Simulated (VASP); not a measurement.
Input for VASP

KPOINTS:
```
Automatic mesh
0
Gamma
9 9 9
0 0 0
```

**INCAR**
```
LMAXMIX = 4   # l cut-off of mixed one-centre charges
ALGO = Normal   # blocked Davidson
EDIFF = 1E-7
SYSTEM = BeSe
PREC = Accurate
SIGMA = 0.05   # width (eV)
NELM = 100   # most electronic steps
GGA = RE   # revPBE
ISIF = 2   # forces and stress, cell fixed
LREAL = .FALSE.   # projection in real space or not
LCHARG = .FALSE.
ISMEAR = 0   # Gaussian
LASPH = .TRUE.   # aspherical one-centre terms
LWAVE = .FALSE.
ENCUT = 520
```

**POSCAR**
```
BeSe
5.1642470
  0.0000000000   0.5000000027   0.5000000027
  0.5000000027   0.0000000000   0.5000000027
  0.5000000027   0.5000000027   0.0000000000
Be Se
1 1
direct
  0.0000000000   0.0000000000   0.0000000000
  0.2500000000   0.2500000000   0.2500000000
```

POTCAR, in this order: Be Se (PBE.64 set). Program: vasp_std.

Q: Write an equivalent input for Quantum ESPRESSO's pw.x.

A: One equivalent input (not run):
```
&CONTROL
  calculation = 'scf'
  pseudo_dir = './pseudo'
  outdir = './out'
  tprnfor = .true.
  tstress = .true.
/
&SYSTEM
  ibrav = 0
  nat = 2
  ntyp = 2
  ecutwfc = 88
  occupations = 'smearing'
  smearing = 'gaussian'
  degauss = 0.003675
  input_dft = 'revpbe'
/
&ELECTRONS
  conv_thr = 7.3e-09
  electron_maxstep = 100
/
ATOMIC_SPECIES
  Be 9.012 Be.upf
  Se 78.971 Se.upf
CELL_PARAMETERS angstrom
     0.0000000    2.5821235    2.5821235
     2.5821235    0.0000000    2.5821235
     2.5821235    2.5821235    0.0000000
ATOMIC_POSITIONS crystal
  Be   0.0000000  0.0000000  0.0000000
  Se   0.2500000  0.2500000  0.2500000
K_POINTS automatic
  9 9 9 0 0 0
```
Limits of the translation: the potentials are each code's own (VASP's PAW set, PseudoDojo norm-conserving files in pw.x), so ENCUT and ecutwfc are chosen apart and not converted; conv_thr bounds pw.x's estimated SCF error, while EDIFF bounds the energy change between steps.

The compound is BeSe in the zinc blende structure. This cell is one point of a volume scan, at 0.97 of the reference volume.
